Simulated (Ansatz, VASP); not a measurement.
# PtS2 in two plane-wave programs, part 3 of 3

One calculation is typed for both programs; each brings its own data sets. How far apart do they land? The cell is taken from a series of runs on this material, whose earlier steps may have relaxed, scaled, displaced or heated it; both programs get it as it stands.

VASP 6.6.1 and Ansatz 0.2.0.

So far: Starting point; Ansatz: zone-centre phonons, PBE with D3(BJ); VASP: zone-centre phonons, PBE with D3(BJ).

### 3. VASP: zone-centre phonons, PBE with D3(BJ) (continued)

Level of this step: PBE with D3(BJ); plane waves and PAW (Pt, S) (VASP).

Numbers of over 12 decimals in the logs are rounded to 6 here.

Parts of OUTCAR (step 3):

```text
ion  position               nearest neighbor table
   1  0.000  0.000  0.196-   4 2.39   4 2.39   4 2.39   5 2.40   5 2.40   5 2.40
   2  0.000  0.000  0.292-   7 2.39   7 2.39   7 2.39   6 2.39   6 2.39   6 2.39
   3  0.000  0.000  0.389-   9 2.39   9 2.39   9 2.39   8 2.40   8 2.40   8 2.40
   4  0.333  0.667  0.220-   1 2.39   1 2.39   1 2.39
   5  0.667  0.333  0.170-   1 2.40   1 2.40   1 2.40
   6  0.333  0.667  0.317-   2 2.39   2 2.39   2 2.39
   7  0.667  0.333  0.267-   2 2.39   2 2.39   2 2.39
   8  0.333  0.667  0.414-   3 2.40   3 2.40   3 2.40
   9  0.667  0.333  0.364-   3 2.39   3 2.39   3 2.39

  LATTYP: Found a hexagonal cell.
 ALAT       =     3.5679580646
 C/A-ratio  =    13.6660759564

 Subroutine GETGRP returns: Found 12 space group operations
 (whereof  6 operations were pure point group operations)

The static configuration has the point symmetry C_3v.
 The point group associated with its full space group is D_3d.

 Found     12 irreducible k-points:

   k-points           NKPTS =     12   k-points in BZ     NKDIM =     12   number of bands    NBANDS=     42

   dimension x,y,z NGX =    28 NGY =   28 NGZ =  360
   dimension x,y,z NGXF=    56 NGYF=   56 NGZF=  720

   ENCUT  =  500.0 eV  36.75 Ry    6.06 a.u.   6.51  6.51 88.90*2*pi/ulx,y,z

   NELECT =      66.0000    total number of electrons

 k-points in reciprocal lattice and weights: Automatic mesh
   0.00000000  0.00000000  0.00000000       0.012
   0.11111111  0.00000000  0.00000000       0.074
   0.22222222 -0.00000000  0.00000000       0.074
   0.33333333  0.00000000  0.00000000       0.074
   0.44444444 -0.00000000  0.00000000       0.074
   0.11111111  0.11111111  0.00000000       0.074
   0.22222222  0.11111111  0.00000000       0.148
   0.33333333  0.11111111  0.00000000       0.148
   0.44444444  0.11111111  0.00000000       0.074
   0.22222222  0.22222222  0.00000000       0.074
   0.33333333  0.22222222  0.00000000       0.148
   0.33333333  0.33333333  0.00000000       0.025

 Edisp (eV)   -3.48072

 average (electrostatic) potential at core
       1 -76.8077       2 -76.8703       3 -76.8035       4 -93.9967       5 -93.7664
       6 -94.0025       7 -93.9870       8 -93.7624       9 -93.9877

 E-fermi :  -1.3092

 k-point     1 :       0.0000    0.0000    0.0000
  band No.  band energies     occupation
    ...
     29      -2.9944      2.00000
     30      -2.8700      2.00000
     31      -2.8700      2.00000
     32      -2.4327      2.00000
     33      -1.6884      2.00000
     34       0.1331      0.00000
     35       0.1331      0.00000
     36       0.5278      0.00000
     37       0.5278      0.00000
     38       0.8535      0.00000
    ...

 k-point     2 :       0.1111    0.0000    0.0000
  band No.  band energies     occupation
    ...
     29      -2.8767      2.00000
     30      -2.8017      2.00000
     31      -2.7787      2.00000
     32      -1.8917      2.00000
     33      -1.6893      2.00000
     34      -0.2759      0.00000
     35      -0.0952      0.00000
     36      -0.0830      0.00000
     37       0.1867      0.00000
     38       0.3497      0.00000
    ...

 k-point     3 :       0.2222   -0.0000    0.0000
  band No.  band energies     occupation
    ...
     29      -3.0255      2.00000
     30      -2.8828      2.00000
     31      -2.8623      2.00000
     32      -2.5568      2.00000
     33      -2.0170      2.00000
     34      -0.8601      0.00000
     35      -0.5500      0.00000
     36      -0.3576      0.00000
     37      -0.0156      0.00000
     38       0.1269      0.00000
    ...

 Edisp (eV)   -3.48016

[...]
-----------------------------------------------------------------------------------
    total drift:                               -0.000000      0.000000     -0.000037

  FREE ENERGIE OF THE ION-ELECTRON SYSTEM (eV)
  ---------------------------------------------------
  free  energy   TOTEN  =       -49.5818568803 eV

  energy  without entropy=      -49.5818568803  energy(sigma->0) =      -49.58185688

 Eigenvectors and eigenvalues of the dynamical matrix
 ----------------------------------------------------

   1 f  =   10.200385 THz    64.090906 2PiTHz  340.248204 cm-1    42.185382 meV
             X         Y         Z           dx          dy          dz
      0.000000  0.000000  9.533631     0.000001    0.194011   -0.000000
      0.000000  0.000000 14.240000    -0.000002   -0.345081    0.000000
      0.000000  0.000000 18.946369     0.000001    0.194011    0.000000
     -0.000000  2.059962 10.738569    -0.000002   -0.373134    0.000000
      1.783979  1.029981  8.295932    -0.000001   -0.165753    0.000000
     -0.000000  2.059962 15.455247     0.000003    0.485918    0.000000
      1.783979  1.029981 13.024753     0.000003    0.485918   -0.000000
     -0.000000  2.059962 20.184068    -0.000001   -0.165753   -0.000000
      1.783979  1.029981 17.741431    -0.000002   -0.373134   -0.000000

   2 f  =   10.200385 THz    64.090906 2PiTHz  340.248204 cm-1    42.185382 meV
             X         Y         Z           dx          dy          dz
      0.000000  0.000000  9.533631     0.194011   -0.000001   -0.000000
      0.000000  0.000000 14.240000    -0.345081    0.000002   -0.000000
      0.000000  0.000000 18.946369     0.194011   -0.000001    0.000000
     -0.000000  2.059962 10.738569    -0.373134    0.000002    0.000000
      1.783979  1.029981  8.295932    -0.165753    0.000001    0.000000
     -0.000000  2.059962 15.455247     0.485918   -0.000003   -0.000000
      1.783979  1.029981 13.024753     0.485918   -0.000003    0.000000
     -0.000000  2.059962 20.184068    -0.165753    0.000001   -0.000000
      1.783979  1.029981 17.741431    -0.373134    0.000002    0.000000

   3 f  =   10.113617 THz    63.545731 2PiTHz  337.353957 cm-1    41.826541 meV
             X         Y         Z           dx          dy          dz
      0.000000  0.000000  9.533631    -0.000000   -0.000000   -0.187979
      0.000000  0.000000 14.240000     0.000000    0.000000    0.237194
      0.000000  0.000000 18.946369    -0.000000   -0.000000   -0.187979
     -0.000000  2.059962 10.738569     0.000000    0.000000    0.566382
      1.783979  1.029981  8.295932     0.000000    0.000000   -0.060130
     -0.000000  2.059962 15.455247    -0.000000   -0.000000   -0.334857
      1.783979  1.029981 13.024753    -0.000000   -0.000000   -0.334857
     -0.000000  2.059962 20.184068    -0.000000    0.000000   -0.060130
      1.783979  1.029981 17.741431     0.000000    0.000000    0.566382

   4 f  =   10.063602 THz    63.231479 2PiTHz  335.685646 cm-1    41.619697 meV
             X         Y         Z           dx          dy          dz
      0.000000  0.000000  9.533631    -0.000000   -0.000000   -0.185527
      0.000000  0.000000 14.240000     0.000000    0.000000    0.000000
      0.000000  0.000000 18.946369     0.000000   -0.000000    0.185527
     -0.000000  2.059962 10.738569     0.000000    0.000000    0.578667
      1.783979  1.029981  8.295932     0.000000    0.000000   -0.083667
     -0.000000  2.059962 15.455247    -0.000000   -0.000000    0.351745
      1.783979  1.029981 13.024753    -0.000000   -0.000000   -0.351745
     -0.000000  2.059962 20.184068    -0.000000    0.000000    0.083667
      1.783979  1.029981 17.741431     0.000000    0.000000   -0.578667

   5 f  =    9.838288 THz    61.815788 2PiTHz  328.169972 cm-1    40.687873 meV
             X         Y         Z           dx          dy          dz
      0.000000  0.000000  9.533631     0.000000   -0.000000    0.082704
      0.000000  0.000000 14.240000    -0.000000    0.000000    0.000000
      0.000000  0.000000 18.946369    -0.000000    0.000000   -0.082704
     -0.000000  2.059962 10.738569    -0.000000    0.000000   -0.324920
      1.783979  1.029981  8.295932    -0.000000    0.000000    0.129467
     -0.000000  2.059962 15.455247     0.000000   -0.000000    0.608954
      1.783979  1.029981 13.024753     0.000000   -0.000000   -0.608954
     -0.000000  2.059962 20.184068     0.000000   -0.000000   -0.129467
      1.783979  1.029981 17.741431     0.000000   -0.000000    0.324920

   6 f  =    9.773169 THz    61.406629 2PiTHz  325.997812 cm-1    40.418559 meV
             X         Y         Z           dx          dy          dz
      0.000000  0.000000  9.533631    -0.000000    0.000000   -0.043420
      0.000000  0.000000 14.240000     0.000000   -0.000000   -0.393956
      0.000000  0.000000 18.946369     0.000000   -0.000000   -0.043420
     -0.000000  2.059962 10.738569     0.000000   -0.000000    0.336925
      1.783979  1.029981  8.295932     0.000000   -0.000000   -0.242373
     -0.000000  2.059962 15.455247     0.000000    0.000000    0.498248
      1.783979  1.029981 13.024753    -0.000000    0.000000    0.498248
     -0.000000  2.059962 20.184068    -0.000000    0.000000   -0.242373
      1.783979  1.029981 17.741431    -0.000000    0.000000    0.336925

   7 f  =    9.737425 THz    61.182043 2PiTHz  324.805521 cm-1    40.270734 meV
             X         Y         Z           dx          dy          dz
      0.000000  0.000000  9.533631     0.000003    0.312805   -0.000000
      0.000000  0.000000 14.240000     0.000000   -0.000000    0.000000
      0.000000  0.000000 18.946369    -0.000003   -0.312805   -0.000000
     -0.000000  2.059962 10.738569    -0.000005   -0.561907   -0.000000
      1.783979  1.029981  8.295932    -0.000002   -0.258025    0.000000
     -0.000000  2.059962 15.455247    -0.000001   -0.140842    0.000000
      1.783979  1.029981 13.024753     0.000001    0.140842   -0.000000
     -0.000000  2.059962 20.184068     0.000002    0.258025    0.000000
      1.783979  1.029981 17.741431     0.000005    0.561907    0.000000

   8 f  =    9.737425 THz    61.182043 2PiTHz  324.805521 cm-1    40.270734 meV
             X         Y         Z           dx          dy          dz
      0.000000  0.000000  9.533631    -0.312805    0.000003    0.000000
      0.000000  0.000000 14.240000    -0.000000    0.000000    0.000000
      0.000000  0.000000 18.946369     0.312805   -0.000003    0.000000
     -0.000000  2.059962 10.738569     0.561907   -0.000005   -0.000000
      1.783979  1.029981  8.295932     0.258025   -0.000002    0.000000
     -0.000000  2.059962 15.455247     0.140842   -0.000001   -0.000000
      1.783979  1.029981 13.024753    -0.140842    0.000001   -0.000000
     -0.000000  2.059962 20.184068    -0.258025    0.000002    0.000000
      1.783979  1.029981 17.741431    -0.561907    0.000005   -0.000000

   9 f  =    9.566422 THz    60.107602 2PiTHz  319.101489 cm-1    39.563524 meV
             X         Y         Z           dx          dy          dz
      0.000000  0.000000  9.533631     0.000000    0.000000    0.278444
      0.000000  0.000000 14.240000    -0.000000   -0.000000   -0.000000
      0.000000  0.000000 18.946369     0.000000    0.000000   -0.278444
     -0.000000  2.059962 10.738569    -0.000000   -0.000000   -0.048390
      1.783979  1.029981  8.295932     0.000000   -0.000000   -0.644016
     -0.000000  2.059962 15.455247     0.000000    0.000000    0.073286
      1.783979  1.029981 13.024753    -0.000000   -0.000000   -0.073286
     -0.000000  2.059962 20.184068    -0.000000   -0.000000    0.644016
      1.783979  1.029981 17.741431    -0.000000   -0.000000    0.048390

  10 f  =    9.543547 THz    59.963875 2PiTHz  318.338464 cm-1    39.468921 meV
             X         Y         Z           dx          dy          dz
      0.000000  0.000000  9.533631     0.000000    0.000000    0.285644
      0.000000  0.000000 14.240000     0.000000    0.000000    0.129907
      0.000000  0.000000 18.946369    -0.000000   -0.000000    0.285644
     -0.000000  2.059962 10.738569    -0.000000   -0.000000   -0.091984
      1.783979  1.029981  8.295932    -0.000000   -0.000000   -0.613161
     -0.000000  2.059962 15.455247    -0.000000   -0.000000   -0.159821
    [... 204 further lines ...]
      1.783979  1.029981 13.024753     0.000000   -0.000000   -0.204370
     -0.000000  2.059962 20.184068     0.000000   -0.000000   -0.202336
      1.783979  1.029981 17.741431     0.000000   -0.000000   -0.202425

 ELASTIC MODULI CONTR FROM IONIC RELAXATION (kBar)
 Direction    XX          YY          ZZ          XY          YZ          ZX
 --------------------------------------------------------------------------------
 XX        -311.5099   -144.8996   -283.3269      0.0000    157.9739     -0.0000
 YY        -144.8996   -311.5099   -283.3269      0.0000   -157.9739     -0.0000
 ZZ        -283.3269   -283.3269   -352.0477      0.0000     -0.0000     -0.0000
 XY           0.0000      0.0000      0.0000    -83.3051     -0.0000    157.9742
 YZ         157.9739   -157.9739     -0.0000     -0.0000   -300.2599      0.0000
 ZX          -0.0000     -0.0000     -0.0000    157.9742      0.0000   -300.2610
 --------------------------------------------------------------------------------

 total charge
# of ion       s       p       d       tot
------------------------------------------
    1        0.692   0.774   7.972   9.438
    2        0.699   0.785   7.987   9.471
    3        0.692   0.774   7.972   9.438
    4        1.366   2.265   0.000   3.630
    5        1.360   2.276   0.000   3.635
    6        1.366   2.267   0.000   3.634
    7        1.366   2.267   0.000   3.634
    8        1.360   2.276   0.000   3.635
    9        1.366   2.265   0.000   3.630
--------------------------------------------------
tot         10.266  15.947  23.931  50.145

[... 3 further parts left out ...]
```

CONTCAR:

```
PtS2
   1.00000000000000
     3.5679580646000000    0.0000000000000000    0.0000000000000000
    -1.7839790323000000    3.0899423235999999    0.0000000000000000
     0.0000000000000000    0.0000000000000000   48.7599859199999983
  Pt              S
     3     6
Direct
     0.0000000000000000    0.0000000000000000    0.1955216132000004
     0.0000000000000000    0.0000000000000000    0.2920427422000031
     0.0000000000000000    0.0000000000000000    0.3885638711999988
     0.3333333332999970    0.6666666667000030    0.2202332179000024
     0.6666666667000030    0.3333333332999970    0.1701381196999989
     0.3333333332999970    0.6666666667000029    0.3166581538069050
     0.6666666667000030    0.3333333332999970    0.2671197013999986
     0.3333333332999970    0.6666666667000030    0.4139473648000020
     0.6666666667000030    0.3333333332999970    0.3638522665999986
```

Levels, forces or a CONTCAR printed for this step are those of its last displaced cell, not of the structure at rest.

### 4. Side by side

Known differences besides the potentials themselves: fixed occupations in Ansatz, narrow Gaussian smearing in VASP; Ansatz cuts the interaction across the vacuum, VASP repeats the sheet without a dipole correction; the data sets hold 90 valence electrons in Ansatz (on its PAW soft_1 files) and 66 in VASP; the cutoff is 420 eV in Ansatz and 500 eV in VASP; Ansatz takes the dispersion share of the force constants at frozen C6 weights, VASP differentiates the full forces; VASP uses finite displacements, Ansatz perturbation theory. Total energies have different zeros and are not compared.

Compared:

| quantity | Ansatz | VASP | difference |
| --- | --- | --- | --- |
| optical mode 1 (cm⁻¹) | 23.7 | 24.4 | -0.7 |
| optical mode 2 to 3 (cm⁻¹) | 25.8 | 25.7 | +0.1 |
| optical mode 4 to 5 (cm⁻¹) | 41.6 | 41.6 | 0.0 |
| optical mode 6 (cm⁻¹) | 42.4 | 42.6 | -0.3 |
| optical mode 7 to 8 (cm⁻¹) | 286.6 | 285.5 | +0.40 % |
| optical mode 9 to 10 (cm⁻¹) | 287.2 | 286.1 | +0.39 % |
| optical mode 11 to 12 (cm⁻¹) | 293.2 | 292.1 | +0.39 % |
| optical mode 13 to 14 (cm⁻¹) | 309.1 | 308.5 | +0.20 % |
| optical mode 15 (cm⁻¹) | 318.3 | 318.3 | +0.00 % |
| optical mode 16 (cm⁻¹) | 319.1 | 319.1 | +0.00 % |
| optical mode 17 to 18 (cm⁻¹) | 325.6 | 324.8 | +0.23 % |
| optical mode 19 (cm⁻¹) | 326.2 | 326.0 | +0.05 % |
| optical mode 20 (cm⁻¹) | 328.8 | 328.2 | +0.18 % |
| optical mode 21 (cm⁻¹) | 336.1 | 335.7 | +0.13 % |
| optical mode 22 (cm⁻¹) | 337.6 | 337.4 | +0.09 % |
| optical mode 23 to 24 (cm⁻¹) | 341.1 | 340.2 | +0.24 % |

Modes are paired by rising frequency, not by their patterns, so a pair may set unlike modes beside each other; they are those without the splitting of longitudinal modes. Where the cell holds vacuum, a pressure given here is an average over it and none of the material.

### 5. Results

| Item | Value |
| --- | --- |
| r.m.s. difference of the optical zone-centre modes, each program's sorted by frequency (zone-centre phonons, PBE with D3(BJ)) | 0.71 cm⁻¹ |

**Reading.** The r.m.s. difference of the optical zone-centre modes, each program's sorted by frequency is 0.71 cm⁻¹ (zone-centre phonons, PBE with D3(BJ)). The data sets hold unlike numbers of valence electrons (90 in Ansatz and 66 in VASP), so part of the differences may come from the potentials. Such differences can come from data sets, numerical settings and the points named under the comparisons, not from the functional's error against experiment.

[Lines on the potential files, build, host, timing and source positions are cut from VASP's logs without a mark.]

[Logs are printed without paths, hosts, clocks, repeated set-up lines and the standing remarks that a program may print on its own settings, such as how far it seeks lower states.]

[Hosts, paths, dates, database ids (printed as entryN), source tags and the programs' standing remarks are cut or masked in the printed files.]
